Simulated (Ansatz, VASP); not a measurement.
# MoRu in VASP and in Ansatz

```xyz
2
Lattice="2.7774 0.0000 0.0000 -1.3887 2.4053 0.0000 0.0000 0.0000 4.4637" Properties=species:S:1:pos:R:3 pbc="T T T"
Mo    1.3887    0.8018    0.0000
Ru    0.0000    1.6035    2.2319
```

The cell comes from a database or a generator and needn't be the stable form of this composition.

Alike in both runs: task single point; functional LDA; k mesh 21 × 21 × 12; occupations gaussian, width 0.15 eV; no spin polarisation.

|  | VASP | Ansatz |
| --- | --- | --- |
| version | VASP 6.6.1 | Ansatz 0.2.0 |
| potentials or method | VASP PAW LDA potentials, release 64 (Mo_sv, Ru_pv) | scalar-relativistic, plane waves, PAW |
| plane-wave cutoff (eV) | 520 | 420 |
| valence electrons in the cell | 28 | 30 |

```tsv
	VASP	Ansatz	Ansatz less VASP
gap on the k mesh at the Fermi level (eV)	none	none	-
pressure (GPa)	-15.6	-16.5	-0.91
largest component of the traceless stress (GPa)	0.95	0.95	+0.003
```

A gap of «none» marks a metal or a gap that the smearing closes. The two sets of potentials don't hold the same shells in valence.

Caveats: so large a pressure means that the cell lies far from this level's equilibrium, or that cutoff or potentials fall short (VASP).
